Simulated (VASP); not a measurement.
Input:

```xyz
2
Lattice="0.0000 3.0648 3.0648 3.0648 0.0000 3.0648 3.0648 3.0648 0.0000" Properties=species:S:1:pos:R:3 pbc="T T T"
Cd     0.0000     0.0000     0.0000
Se     1.5324     1.5324     1.5324
```

Calculation: PBE GGA, VASP's PBE PAW potentials (set 64) (plane waves; VASP). Run with PREC = Normal, 500 eV cut-off, 4×4×4 Γ-centred mesh, Gaussian smearing of 0.010 eV, potentials Cd_sv_GW Se_GW.

### Question
Predict the energy per atom (σ→0), band gap (on the k-mesh) with the smallest direct gap where there is one.

### Answer

| Quantity | Value |
|---|---|
| band gap (on the k-mesh) | 0.54 eV |
| smallest direct gap (on the k-mesh) | 0.54 eV |
| energy per atom (σ→0) | -2.752 eV/atom |

The compound is CdSe in the zinc blende structure, whereas wurtzite is the usual form. This cell is one point of a volume scan, at 1.04 of the reference volume. The k-mesh is coarse (spacing up to 0.44 per Å, 2π included), so the numbers may not be converged in it.
